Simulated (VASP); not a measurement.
These are AM05 GGA, VASP's PBE PAW potentials (set 64) (plane waves; VASP) values and carry that method's errors.

A VASP calculation is set up with these files.

### INCAR
```
! general
SYSTEM =CdSe
PREC   =Accurate
ENCUT  =520
LREAL  =.FALSE.   ! projection in real space or not
LASPH  =.TRUE.
ICHARG =11   ! fixed density

! electronic loop
EDIFF  =1E-7   ! SCF stop (eV)
NELM   =100   ! most electronic steps
ALGO   =Normal   ! blocked Davidson
LMAXMIX=4   ! l cut-off of mixed one-centre charges

! smearing
ISMEAR =0   ! Gaussian
SIGMA  =0.05   ! width (eV)

! functional
GGA    =AM

! output
LWAVE  =.FALSE.
LCHARG =.FALSE.
LORBIT =11   ! lm-projected
```

KPOINTS:
```
k-points along high-symmetry lines
10
Line-mode
Reciprocal
  0.000000   0.000000   0.000000 ! GAMMA
  0.000000   0.500000   0.000000 ! M

  0.000000   0.500000   0.000000 ! M
 -0.333333   0.666667   0.000000 ! K

 -0.333333   0.666667   0.000000 ! K
  0.000000   0.000000   0.000000 ! GAMMA

  0.000000   0.000000   0.000000 ! GAMMA
  0.000000   0.000000   0.500000 ! A

  0.000000   0.000000   0.500000 ! A
  0.000000   0.500000   0.500000 ! L

  0.000000   0.500000   0.500000 ! L
 -0.333333   0.666667   0.500000 ! H

 -0.333333   0.666667   0.500000 ! H
  0.000000   0.000000   0.500000 ! A

  0.000000   0.500000   0.500000 ! L
  0.000000   0.500000   0.000000 ! M

 -0.333333   0.666667   0.500000 ! H
 -0.333333   0.666667   0.000000 ! K
```

### POSCAR
```
CdSe
4.3288620
  0.5000000126  -0.8660253699   0.0000000000
  0.5000000126   0.8660253699   0.0000000000
  0.0000000000   0.0000000000   1.6296688127
Cd Se
2 2
Cartesian
  0.5000000126  -0.2886757007   0.8148419626
  0.5000000126   0.2886757007   0.0000075563
  0.5000000126  -0.2886757007   1.4275823236
  0.5000000126   0.2886757007   0.6127479173
```

POTCAR, in this order: Cd Se (PBE.64 set). Program: vasp_std. Read from the step before: CHGCAR.

Output of the run:

File OSZICAR:
```
       N       E                     dE             d eps       ncg     rms          rms(c)
DAV:   1     0.240548806139E+03    0.24055E+03   -0.17454E+04  3968   0.147E+03
DAV:   2     0.176652024256E+01   -0.23878E+03   -0.23376E+03  4464   0.350E+02
DAV:   3    -0.104938607556E+02   -0.12260E+02   -0.12168E+02  4638   0.788E+01
DAV:   4    -0.106106582256E+02   -0.11680E+00   -0.11672E+00  4500   0.719E+00
DAV:   5    -0.106117809429E+02   -0.11227E-02   -0.11226E-02  4772   0.628E-01
DAV:   6    -0.106118013731E+02   -0.20430E-04   -0.20428E-04  4532   0.736E-02
DAV:   7    -0.106118019424E+02   -0.56924E-06   -0.56926E-06  4778   0.100E-02
DAV:   8    -0.106118019622E+02   -0.19810E-07   -0.19771E-07  3610   0.156E-03
   1 F= -.10611802E+02 E0= -.10611802E+02  d E =-.176735E-11
```

File OUTCAR:
```
 val. band max:        0.7520315593   @ k =   0.0000   0.0000   0.0000

 cond. band min:       1.3608050777   @ k =   0.0000   0.0000   0.0000



 k-point     1 :       0.0000    0.0000    0.0000
  band No.  band energies     occupation
      1     -11.7533      2.00000
      2     -11.3885      2.00000
      3      -7.1144      2.00000
      4      -7.1086      2.00000
      5      -7.1086      2.00000
      6      -7.0437      2.00000
      7      -7.0436      2.00000
      8      -6.7911      2.00000
      9      -6.7911      2.00000
     10      -6.7308      2.00000
     11      -6.7308      2.00000
     12      -6.4690      2.00000
     13      -3.5502      2.00000
     14       0.0037      2.00000
     15       0.0037      2.00000
     16       0.7104      2.00000
     17       0.7520      2.00000
     18       0.7520      2.00000
     19       1.3608      0.00000
     20       2.8996      0.00000
     21       6.5730      0.00000
     22       6.5731      0.00000

 k-point     2 :       0.0000    0.0556    0.0000
  band No.  band energies     occupation
      1     -11.7439      2.00000
      2     -11.3841      2.00000
      3      -7.1123      2.00000
      4      -7.1052      2.00000
      5      -7.1008      2.00000
      6      -7.0396      2.00000
      7      -7.0389      2.00000
      8      -6.7928      2.00000
      9      -6.7913      2.00000
     10      -6.7341      2.00000
     11      -6.7301      2.00000
     12      -6.4633      2.00000
     13      -3.5314      2.00000
     14      -0.1523      2.00000
     15      -0.0365      2.00000
     16       0.4020      2.00000
     17       0.6906      2.00000
     18       0.7296      2.00000
     19       1.7001      0.00000
     20       3.0577      0.00000
     21       6.4576      0.00000
     22       6.6222      0.00000

 k-point     3 :       0.0000    0.1111    0.0000
  band No.  band energies     occupation
      1     -11.7165      2.00000
      2     -11.3716      2.00000
...
```

The density is held fixed in this step, so its total energy and stress have no physical meaning.

The compound is CdSe in the wurtzite structure. It was relaxed first.
